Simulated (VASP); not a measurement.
Data:

```
CELL_PARAMETERS angstrom
      1.78627    -3.09391     0.00000
      1.78627     3.09391     0.00000
      0.00000     0.00000     6.05655
ATOMIC_POSITIONS crystal
  Pt 0.00000 0.00000 0.00000
  S  0.33333 0.66667 0.20263
  S  0.66667 0.33333 0.79737
```

Calculation: PBE GGA, VASP's PBE PAW potentials (set 64) (plane waves; VASP). Settings: 520 eV cut-off, 7×7×4 Γ-centred mesh, Gaussian smearing of 0.050 eV, potentials Pt S.

Without a dispersion term in the relaxation, distances and binding between the weakly bound layers, chains or molecules are unreliable, and so is what depends on them.

Problem. Predict the energy per atom (σ→0).

Solution. 
```yaml
energy per atom (σ→0): -5.155 eV/atom
```

The absolute energy has meaning only against runs of the same code, potentials and settings.

The compound is PtS2 in the 1T layered structure. It was relaxed first, which changed the volume by +22 %.
